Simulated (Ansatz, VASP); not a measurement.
**Ga3BAs4 in VASP and in Ansatz**

```xyz
8
Lattice="-2.7582 2.7582 5.4741 2.7582 -2.7582 5.4741 2.7582 2.7582 -5.4741" Properties=species:S:1:pos:R:3 pbc="T T T"
Ga    0.0000    0.0000    0.0000
Ga    2.7582    0.0000    2.7371
Ga    0.0000    2.7582    2.7371
B     0.0000    0.0000    5.4741
As    1.2155    1.2155    4.2181
As    1.5427    1.5427   -1.2560
As   -1.2155    1.2155    6.7302
As    1.2155   -1.2155    6.7302
```

Alike in both runs: functional PBE; k mesh 4 × 4 × 4; occupations gaussian, width 0.1 eV; no spin polarisation.

Ansatz relaxed the structure, and its values are those at the end. VASP's run is a single point on that final structure, the one shown.

|  | VASP | Ansatz |
| --- | --- | --- |
| version | VASP 6.6.1 | Ansatz 0.2.0 |
| potentials or method | VASP PAW PBE potentials, release 64 (Ga_d, B, As) | scalar-relativistic, plane waves, PAW |
| plane-wave cutoff (eV) | 520 | 420 |
| valence electrons in the cell | 62 | 102 |

|  | VASP | Ansatz | Ansatz less VASP |
| --- | --- | --- | --- |
| gap on the k mesh at the Fermi level (eV) | 0.67 | 0.66 | -0.003 |
| least direct gap on the mesh (eV) | 0.67 | 0.66 | -0.003 |
| pressure (GPa) | 0.2 | 0.0 | -0.22 |
| rms of the force components (eV/Å) | 0.004 | 0.001 | -0.0033 |

The two sets of potentials don't hold the same shells in valence.

A k mesh can miss the band edges.
